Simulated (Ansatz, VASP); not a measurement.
Given: the input of a run of VASP 6.6.1 on NaMg6Ti.

File INCAR:

```
SYSTEM = NaMg6Ti
PREC     = Accurate       ! precision mode
ENCUT    = 520            ! plane-wave cutoff, eV
EDIFF    = 1E-7           ! SCF threshold, eV
ISMEAR   = -1             ! smearing method
SIGMA    = 0.05           ! smearing width, eV
LREAL    = .FALSE.        ! projectors in reciprocal space
LASPH    = .TRUE.         ! aspherical terms in the spheres
NELM     = 80             ! most SCF steps
ALGO     = Normal         ! electronic algorithm
ISIF     = 2              ! what is computed and relaxed
LWAVE    = .FALSE.        ! write WAVECAR
LCHARG   = .FALSE.        ! write CHGCAR
GGA      = PE             ! functional
NBANDS   = 26             ! bands
```

The input KPOINTS:

```
regular mesh
0
G
  5 5 5
  0 0 0
```

File POSCAR:

```
NaMg6Ti
1.0
    5.1568040000      0.0000000000      0.0000000000
    0.0000000000      3.1992795000      5.5539075000
    0.0000000000     -3.1992795000      5.5539075000
Ti Mg Na
1 6 1
Direct
    0.0000000000      0.8409330000      0.8409330000
    0.5000000000      0.1671120000      0.1671120000
    0.5000000000      0.1525960000      0.6733220000
    0.5000000000      0.6733220000      0.1525960000
    0.0000000000      0.3351720000      0.3351720000
    0.0000000000      0.3321360000      0.8324760000
    0.0000000000      0.8324760000      0.3321360000
    0.5000000000      0.6662520000      0.6662520000
```

Potentials or basis: VASP PAW PBE potentials, release 64 (Ti_sv, Mg, Na_pv).

Run with:

```sh
$ cat potpaw_PBE.64/Ti_sv/POTCAR potpaw_PBE.64/Mg/POTCAR potpaw_PBE.64/Na_pv/POTCAR > POTCAR
$ mpirun -np 1 vasp_std > vasp.out
```

Question: Translate it to Ansatz 0.2.0. Potentials there: Ansatz PAW.

Answer: As run (the cutoff follows the program's own potentials):

File input.yaml:

```yaml
crystal:
  lattice:
    - [5.156804, 0.0, 0.0]
    - [0.0, 3.1992795, 5.5539075]
    - [0.0, -3.1992795, 5.5539075]
  atoms:
    - { symbol: Ti, position: [0.0, 0.840933, 0.840933] }
    - { symbol: Mg, position: [0.5, 0.167112, 0.167112] }
    - { symbol: Mg, position: [0.5, 0.152596, 0.673322] }
    - { symbol: Mg, position: [0.5, 0.673322, 0.152596] }
    - { symbol: Mg, position: [0.0, 0.335172, 0.335172] }
    - { symbol: Mg, position: [0.0, 0.332136, 0.832476] }
    - { symbol: Mg, position: [0.0, 0.832476, 0.332136] }
    - { symbol: Na, position: [0.5, 0.666252, 0.666252] }
hamiltonian:
  xc: pbe
  pseudopotentials: { kind: paw }
kpoints:
  mp_grid: { grid: [5, 5, 5] }
scf:
  occupations: { method: fermi_dirac, width: 0.05 }
output:
  forces: true
  stress: true
  eigenvalues: true
```

Potentials or basis: Ansatz PAW.

The run is started by

```sh
$ ansatz run input.yaml --threads 4 --pin off --max-ram 10240MiB --backend cpu --events-out ev --progress --plain --runs-dir out
```

Both were run:

|  | VASP | Ansatz | Ansatz less VASP |
| --- | --- | --- | --- |
| gap on the k mesh at the Fermi level (eV) | none | none | - |
| pressure (GPa) | -0.3 | -0.2 | +0.08 |
| largest component of the traceless stress (GPa) | 0.36 | 0.36 | -0.004 |
| rms of the force components (eV/Å) | 0.036 | 0.036 | -0.0004 |

Atom by atom the forces differ by 0.001 eV/Å (rms over components). A gap of «none» marks a metal or a gap that the smearing closes. With one functional, cell and mesh, what is left measures potentials, basis and numerics. The two sets of potentials don't hold the same shells in valence.
